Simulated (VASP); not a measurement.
Here is the system:

```
CELL_PARAMETERS angstrom
      0.00000     2.84730     2.84730
      2.84730     0.00000     2.84730
      2.84730     2.84730     0.00000
ATOMIC_POSITIONS crystal
  Li 0.25000 0.25000 0.25000
  Li 0.75000 0.75000 0.75000
  S  0.00000 0.00000 0.00000
```

These are PBE GGA with D4 dispersion, VASP's PBE PAW potentials (set 64) (plane waves; VASP) values and carry that method's errors. Settings: 520 eV cut-off, 7×7×7 Γ-centred mesh, Gaussian smearing of 0.050 eV, potentials Li_sv S.

**Question.** The job: Li2S (antifluorite), 3 atoms, PBE-D4, static run, 520 eV, 7×7×7 Γ-centred mesh. Roughly how much core time does it take on a busy server core?

**Answer.** About 8 core-seconds (one run on a shared machine, a rough figure). It had 20 irreducible k-points, 10 bands, up to 1267 plane waves and 15 electronic steps.

The compound is Li2S in the antifluorite structure. This cell is one point of a volume scan, at 1.03 of the reference volume.
